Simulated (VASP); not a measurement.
Given:

```
CELL_PARAMETERS angstrom
      0.00000     2.91257     2.91257
      2.91257     0.00000     2.91257
      2.91257     2.91257     0.00000
ATOMIC_POSITIONS crystal
  Li 0.25000 0.25000 0.25000
  Li 0.75000 0.75000 0.75000
  Se 0.00000 0.00000 0.00000
```

These are PBE GGA with D3 dispersion (zero damping), VASP's PBE PAW potentials (set 64) (plane waves; VASP 6.6.1) values and carry that method's errors. Run with 520 eV cut-off, 7×7×7 Γ-centred mesh, Gaussian smearing of 0.050 eV, potentials Li_sv Se.

Problem. Give the stress tensor in GPa (positive for a compressed cell).

Solution. 
```
1.17  0.00  0.00
0.00  1.17  0.00
0.00  0.00  1.17
```
The pressure is its mean diagonal, 1.17 GPa.

The compound is Li2Se in the antifluorite structure. This cell is one point of a volume scan, at 0.97 of the reference volume.
